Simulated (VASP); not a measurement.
Here is the system:

```
BN
1.0
    1.27217    -2.20346     0.00000
    1.27217     2.20346     0.00000
    0.00000     0.00000     4.20871
B N
2 2
Direct
  0.66667   0.33333   0.50024
  0.33333   0.66667   0.00024
  0.66667   0.33333   0.87476
  0.33333   0.66667   0.37476
```

Method: r2SCAN+rVV10, VASP's PBE PAW potentials (set 64) (plane waves; VASP 6.6.1). Run with 520 eV cut-off, 11×11×6 Γ-centred mesh, tetrahedra with Blöchl corrections, potentials B N.

Problem. Give the energies of bands 3 to 11 at the high-symmetry points, in eV from the valence-band maximum.

Solution. 
```json
[
 {"band": "3", "Γ": "-11.35", "M": "-9.92", "K": "-9.56", "A": "-5.98", "L": "-10.44", "H": "-9.24"},
 {"band": "4", "Γ": "-2.21", "M": "-8.17", "K": "-7.56", "A": "-5.98", "L": "-10.44", "H": "-9.24"},
 {"band": "5", "Γ": "-2.21", "M": "-7.22", "K": "-7.56", "A": "-1.22", "L": "-3.93", "H": "-8.01"},
 {"band": "6", "Γ": "-0.28", "M": "-5.20", "K": "-5.66", "A": "-1.22", "L": "-3.93", "H": "-8.01"},
 {"band": "7", "Γ": "0.00", "M": "-4.55", "K": "-5.64", "A": "-1.22", "L": "-3.73", "H": "-3.16"},
 {"band": "8", "Γ": "0.00", "M": "-2.20", "K": "-5.64", "A": "-1.22", "L": "-3.73", "H": "-3.16"},
 {"band": "9", "Γ": "9.06", "M": "7.25", "K": "5.66", "A": "10.22", "L": "7.16", "H": "10.01"},
 {"band": "10", "Γ": "9.06", "M": "8.56", "K": "14.43", "A": "10.22", "L": "7.16", "H": "10.01"},
 {"band": "11", "Γ": "9.29", "M": "11.35", "K": "14.43", "A": "10.67", "L": "10.69", "H": "10.90"}
]
```

The gap is indirect, 5.66 eV, from the valence maximum at Γ to the conduction minimum at K.

The compound is BN in the wurtzite structure, a metastable high-pressure form. It was relaxed first.
